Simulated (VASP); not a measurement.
Computed with PBE GGA, VASP's PBE PAW potentials (set 64) (plane waves; VASP).

The input files of a VASP run:

KPOINTS:
```
Automatic
0
G
  9 9 9
0 0 0
```

### INCAR
```
LASPH=.True.   # aspherical one-centre terms
LMAXMIX=4
PREC=Accurate
EDIFFG=-0.01   # ionic stop
SYSTEM=Ba
LWAVE=.False.
ISIF=3   # ions, shape and volume
ISMEAR=1   # Methfessel-Paxton
ALGO=Normal
ENCUT=400
EDIFF=1E-6   # SCF stop (eV)
LCHARG=.False.
LREAL=.False.   # projection in real space or not
NELM=100
NSW=60
GGA=PE
SIGMA=0.1   # width (eV)
IBRION=2
```

### POSCAR
```
Ba
1.0
 -2.5100000000   2.5100000000   2.5100000000
  2.5100000000  -2.5100000000   2.5100000000
  2.5100000000   2.5100000000  -2.5100000000
Ba
1
Cart
  0.0000000000   0.0000000000   0.0000000000
```

POTCAR, in this order: Ba_sv (PBE.64 set). Program: vasp_std.

The resulting files:

### OSZICAR
```
       N       E                     dE             d eps       ncg     rms          rms(c)
DAV:   1     0.475962044938E+02    0.47596E+02   -0.37599E+03   630   0.736E+02
DAV:   2    -0.105500201656E+00   -0.47702E+02   -0.47318E+02   728   0.142E+02
DAV:   3    -0.186770545620E+01   -0.17622E+01   -0.17559E+01   805   0.298E+01
DAV:   4    -0.190577630373E+01   -0.38071E-01   -0.38036E-01   983   0.396E+00
DAV:   5    -0.190617808996E+01   -0.40179E-03   -0.40176E-03   918   0.234E-01    0.162E+00
DAV:   6    -0.190593095008E+01    0.24714E-03   -0.25638E-03   830   0.596E-01    0.968E-01
DAV:   7    -0.190641827563E+01   -0.48733E-03   -0.61697E-03   706   0.960E-01    0.424E-02
DAV:   8    -0.190660013014E+01   -0.18185E-03   -0.35659E-04  1016   0.122E-01    0.273E-02
DAV:   9    -0.190660798335E+01   -0.78532E-05   -0.77963E-06   801   0.289E-02    0.836E-03
DAV:  10    -0.190660984137E+01   -0.18580E-05   -0.50735E-06   789   0.167E-02    0.189E-03
DAV:  11    -0.190660982327E+01    0.18096E-07   -0.41348E-07   410   0.717E-03
   1 F= -.19066098E+01 E0= -.19060170E+01  d E =-.190661E+01
       N       E                     dE             d eps       ncg     rms          rms(c)
DAV:   1    -0.190752165023E+01   -0.91181E-03   -0.25354E-02   640   0.129E+00    0.126E-01
DAV:   2    -0.190686929626E+01    0.65235E-03   -0.12448E-03   648   0.350E-01    0.600E-02
DAV:   3    -0.190668035136E+01    0.18894E-03   -0.11808E-03   914   0.236E-01    0.200E-02
DAV:   4    -0.190668103402E+01   -0.68266E-06   -0.51872E-06   666   0.218E-02
   2 F= -.19066810E+01 E0= -.19060967E+01  d E =-.712108E-04
```

**OUTCAR**
```
------------------------ aborting loop because EDIFF is reached ----------------------------------------
  FORCE on cell =-STRESS in cart. coord.  units (eV):
  Direction    XX          YY          ZZ          XY          YZ          ZX
  --------------------------------------------------------------------------------------
  Total        0.0050933      0.0050933      0.0050933      0.0000000     -0.0000000     -0.0000000
  in kB        0.1285237      0.1285237      0.1285237      0.0000000     -0.0000000     -0.0000000
  external PRESSURE =       0.1285237 kB  Pullay stress =       0.0000000 kB
  volume of cell :       63.49
      direct lattice vectors                 reciprocal lattice vectors
    -2.513167341  2.513167341  2.513167341     0.000000000  0.198952132  0.198952132
     2.513167341 -2.513167341  2.513167341     0.198952132  0.000000000  0.198952132
     2.513167341  2.513167341 -2.513167341     0.198952132  0.198952132  0.000000000
 POSITION                                       TOTAL-FORCE (eV/Angst)
 -----------------------------------------------------------------------------------
      0.00000      0.00000      0.00000         0.000000     -0.000000      0.000000
 -----------------------------------------------------------------------------------
    total drift:                               -0.000000     -0.000000     -0.000000
  FREE ENERGIE OF THE ION-ELECTRON SYSTEM (eV)
  ---------------------------------------------------
  free  energy   TOTEN  =        -1.9066810340 eV

  energy  without entropy=       -1.9049281459  energy(sigma->0) =       -1.90609674

 reached required accuracy - stopping structural energy minimisation
```
(Selected blocks of OUTCAR.)

**CONTCAR**
```
Ba
   1.00000000000000
    -2.5131673413269970    2.5131673413269970    2.5131673413269970
     2.5131673413269970   -2.5131673413269970    2.5131673413269970
     2.5131673413269970    2.5131673413269970   -2.5131673413269970
  Ba
     1
Direct
     0.0000000000000000    0.0000000000000000    0.0000000000000000
```

The compound is Ba in the bcc structure. This run relaxes it. Symmetry was kept, so distortions that lower it aren't found.
